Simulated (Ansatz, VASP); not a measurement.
**ReTeOs3: VASP beside Ansatz**

```xyz
5
Lattice="4.7448 0.0000 0.0000 0.0000 4.7448 0.0000 0.0000 0.0000 4.7448" Properties=species:S:1:pos:R:3 pbc="T T T"
Re    2.3724    2.3724    2.3724
Te    0.0000    0.0000    0.0000
Os    2.3724    2.3724    0.0000
Os    0.0000    2.3724    2.3724
Os    2.3724    0.0000    2.3724
```

Change from the starting cell: species swapped into the KVF3 type (Pm-3m, No. 221).

Alike in both runs: task relaxation of cell and atoms; functional PBE; k mesh 8 × 8 × 8; occupations gaussian, width 0.1 eV; no spin polarisation.

```csv
,VASP,Ansatz
version,VASP 6.6.1,Ansatz 0.2.0
potentials or method,"VASP PAW PBE potentials, release 64 (Re, Te, Os)","scalar-relativistic, plane waves, PAW"
plane-wave cutoff (eV),600,420
valence electrons in the cell,37,79
```

|  | VASP | Ansatz | Ansatz less VASP |
| --- | --- | --- | --- |
| gap on the k mesh at the Fermi level, each at its own relaxed structure (eV) | none | none | - |
| relaxed volume (Å³/atom) | 21.18 | 21.27 | +0.096 |
| relaxed cell length with the largest relative difference (Å) | 4.731 | 4.738 | +0.0071 |

A gap of «none» marks a metal or a gap that the smearing closes. The two sets of potentials don't hold the same shells in valence.

Caveats: the bands computed are all filled at some k points, so no gap is given. Spin-orbit coupling is left out, which matters for the levels of Os, Re, Te.
